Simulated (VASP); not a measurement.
All values below come from r2SCAN meta-GGA, VASP's PBE PAW potentials (set 64) (plane waves; VASP 6.6.1).

VASP ran on this input.

**INCAR**
```
ALGO=Normal
EDIFF=1E-6
ENCUT=400
ISMEAR=0
LASPH=.True.
LCHARG=.False.
LMAXMIX=6
LMIXTAU=.True.
LORBIT=11
LREAL=.False.
LVHAR=.True.
LWAVE=.False.
METAGGA=R2SCAN
NELM=100
NELMIN=4
PREC=Normal
SIGMA=0.05
SYSTEM=PtSe2 monolayer
```

File POSCAR:
```
PtSe2 monolayer
1
    3.7057968083     0.0000000000     0.0000000000
   -1.8528984041     3.2093143421     0.0000000000
    0.0000000000    -0.0000000000    21.2189496667
Se Pt
2 1
Direct
  0.6666670000   0.3333330000   0.4379132831
  0.3333330000   0.6666670000   0.5620867169
  1.0000000000   0.0000000000   0.5000000000
```

**KPOINTS**
```
Automatic mesh
0
Gamma
12 12 1
0 0 0
```

POTCAR, in this order: Se Pt (PBE.64 set). Program: vasp_std. Read from the step before: WAVECAR.

The run wrote:

File OUTCAR:
```
 ion  position               nearest neighbor table
   1  0.667  0.333  0.438-   3 2.51   3 2.51   3 2.51
   2  0.333  0.667  0.562-   3 2.51   3 2.51   3 2.51
   3  0.000  0.000  0.500-   1 2.51   2 2.51   1 2.51   2 2.51   1 2.51   2 2.51
  LATTYP: Found a hexagonal cell.
 ALAT       =     3.7057968083
 C/A-ratio  =     5.7258804960
 Subroutine PRICEL returns:
 Original cell was already a primitive cell.
 Subroutine GETGRP returns: Found 12 space group operations
The static configuration has the point symmetry D_3d.
The dynamic configuration has the point symmetry D_3d.
 Subroutine INISYM returns: Found 12 space group operations
 Subroutine IBZKPT returns following result:
 Found     19 irreducible k-points:

 Following reciprocal coordinates:
            Coordinates               Weight
  0.000000  0.000000  0.000000      1.000000
  0.083333 -0.000000  0.000000      6.000000
  0.166667 -0.000000  0.000000      6.000000
  0.250000 -0.000000  0.000000      6.000000
  0.333333  0.000000  0.000000      6.000000
  0.416667 -0.000000  0.000000      6.000000
  0.500000 -0.000000  0.000000      3.000000
  0.083333  0.083333  0.000000      6.000000
  0.166667  0.083333  0.000000     12.000000
  0.250000  0.083333  0.000000     12.000000
  0.333333  0.083333  0.000000     12.000000
  0.416667  0.083333  0.000000     12.000000
  0.166667  0.166667  0.000000      6.000000
  0.250000  0.166667  0.000000     12.000000
  0.333333  0.166667  0.000000     12.000000
  0.416667  0.166667  0.000000      6.000000
  0.250000  0.250000  0.000000      6.000000
  0.333333  0.250000  0.000000     12.000000
  0.333333  0.333333  0.000000      2.000000
   k-points           NKPTS =     19   k-points in BZ     NKDIM =     19   number of bands    NBANDS=     15
   number of dos      NEDOS =    301   number of ions     NIONS =      3
   total plane-waves  NPLWV =  34992
   dimension x,y,z NGX =    18 NGY =   18 NGZ =  108
   dimension x,y,z NGXF=    36 NGYF=   36 NGZF=  216
   ions per type =               2   1
   PREC   = normal    normal or accurate (medium, high low for compatibility)
   ISTART =      1    job   : 0-new  1-cont  2-samecut
   ICHARG =      0    charge: 1-file 2-atom 10-const
   ISPIN  =      1    spin polarized calculation?
   LNONCOLLINEAR =      F non collinear calculations
   LSORBIT =      F    spin-orbit coupling
   INIWAV =      1    electr: 0-lowe 1-rand  2-diag
   ENCUT  =  400.0 eV  29.40 Ry    5.42 a.u.   6.04  6.04 34.60*2*pi/ulx,y,z
   NELM   =    100;   NELMIN=  4; NELMDL=  0     # of ELM steps
   EDIFF  = 0.1E-05   stopping-criterion for ELM
   LREAL  =      F    real-space projection
   NLSPLINE    = F    spline interpolate recip. space projectors
   LMAXMIX     =    6 max onsite mixed and CHGCAR
   VOSKOWN=      0    Vosko Wilk Nusair interpolation
   EDIFFG = 0.1E-04   stopping-criterion for IOM
   NSW    =      0    number of steps for IOM
   NBLOCK =      1;   KBLOCK =      1    inner block; outer block
   IBRION =     -1    ionic relax: 0-MD 1-quasi-New 2-CG
   NFREE  =      0    steps in history (QN), initial steepest desc. (CG)
   ISIF   =      2    stress and relaxation
   ISYM   =      2    0-nonsym 1-usesym 2-fastsym
   TEIN   =    0.0    initial temperature
   TEBEG  =    0.0;   TEEND  =   0.0 temperature during run
   SMASS  =  -3.00    Nose mass-parameter (am)
   PSTRESS=    0.0 pullay stress
   NELECT =      22.0000    total number of electrons
   EFERMI =   0.00;   METHOD = LEGACY
   ISMEAR =     0;   SIGMA  =   0.05  broadening in eV -4-tet -1-fermi 0-gaus
   IALGO  =     38    algorithm
   LDIAG  =      T    sub-space diagonalisation (order eigenvalues)
   IMIX   =      4    mixing-type and parameters
     AMIX     =   0.40;   BMIX     =  1.00
...
```

### OSZICAR
```
       N       E                     dE             d eps       ncg     rms          rms(c)
DAV:   1    -0.814408104463E+02   -0.81441E+02   -0.21724E-03   710   0.825E-01    0.747E-03
DAV:   2    -0.814407971017E+02    0.13345E-04   -0.84244E-06   773   0.339E-02    0.253E-03
DAV:   3    -0.814408003387E+02   -0.32369E-05   -0.52763E-06   574   0.300E-02    0.146E-03
DAV:   4    -0.814407931754E+02    0.71632E-05   -0.30810E-06   490   0.226E-02    0.763E-04
DAV:   5    -0.814408056928E+02   -0.12517E-04   -0.31923E-06   434   0.260E-02    0.595E-04
DAV:   6    -0.814407945701E+02    0.11123E-04   -0.69727E-06   584   0.359E-02    0.307E-04
DAV:   7    -0.814408073281E+02   -0.12758E-04   -0.31169E-06   434   0.262E-02    0.201E-04
DAV:   8    -0.814408075356E+02   -0.20748E-06   -0.59887E-07   432   0.993E-03
   1 F= -.81440808E+02 E0= -.81440808E+02  d E =-.712977E-13
```

OUTCAR:
```
------------------------ aborting loop because EDIFF is reached ----------------------------------------
  FORCE on cell =-STRESS in cart. coord.  units (eV):
  Direction    XX          YY          ZZ          XY          YZ          ZX
  --------------------------------------------------------------------------------------
  Total       -0.0694226     -0.0694226     -0.0356033     -0.0000000     -0.0000000     -0.0000000
  in kB       -0.4407515     -0.4407516     -0.2260387     -0.0000000     -0.0000000     -0.0000000
  external PRESSURE =      -0.3691806 kB  Pullay stress =       0.0000000 kB
  volume of cell :      252.36
      direct lattice vectors                 reciprocal lattice vectors
     3.705796808  0.000000000  0.000000000     0.269847499  0.155796518  0.000000000
    -1.852898404  3.209314342  0.000000000     0.000000000  0.311593036  0.000000000
     0.000000000  0.000000000 21.218949667     0.000000000  0.000000000  0.047127686
 POSITION                                       TOTAL-FORCE (eV/Angst)
 -----------------------------------------------------------------------------------
      1.85290      1.06977      9.29206         0.000000      0.000000      0.000900
     -0.00000      2.13954     11.92689        -0.000000      0.000000     -0.000900
      0.00000      0.00000     10.60947        -0.000000      0.000000      0.000000
 -----------------------------------------------------------------------------------
    total drift:                                0.000000     -0.000000      0.000000
  FREE ENERGIE OF THE ION-ELECTRON SYSTEM (eV)
  ---------------------------------------------------
  free  energy   TOTEN  =       -81.4408075356 eV

  energy  without entropy=      -81.4408075356  energy(sigma->0) =      -81.44080754

 total charge

# of ion       s       p       d       tot
------------------------------------------
    1        1.474   2.296   0.057   3.828
    2        1.474   2.296   0.057   3.828
    3        0.671   0.703   7.974   9.349
--------------------------------------------------
tot          3.619   5.295   8.089  17.004
```
(Selected blocks of OUTCAR.)

The cell is a sheet with vacuum, built from PtSe2 (1T layered).
